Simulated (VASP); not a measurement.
Input:

```yaml
crystal:
  lattice:
    - [1.80404, 1.04156, 4.37769]
    - [-1.80404, 1.04156, 4.37769]
    - [0.00000, -2.08312, 4.37769]
  atoms:
    - { symbol: In, position: [0.50000, 0.50000, 0.50000] }
    - { symbol: Hg, position: [0.00000, 0.00000, 0.00000] }
```

These are PBEsol GGA, VASP's PBE PAW potentials (set 64) (plane waves; VASP) values and carry that method's errors. Settings: 400 eV cut-off, 13×13×13 Γ-centred mesh, tetrahedra with Blöchl corrections, potentials In_d Hg.

Unless said otherwise, spin-orbit coupling is left out, though it shifts the bands of the heavy elements here.

Q: Estimate the energy per atom (σ→0), band gap (on the k-mesh) with the smallest direct gap where there is one.

A: 
band gap (on the k-mesh): none (metal, semimetal or under 0.01 eV)
energy per atom (σ→0): -1.811 eV/atom

Total energies compare only between runs with the same potentials, cut-off and functional.

The structure comes from a computed database's InHg entry (R-3m); how it stands against other phases isn't given here. It was relaxed first. The electron count is odd and the run is not spin-polarised, which forces a metal.
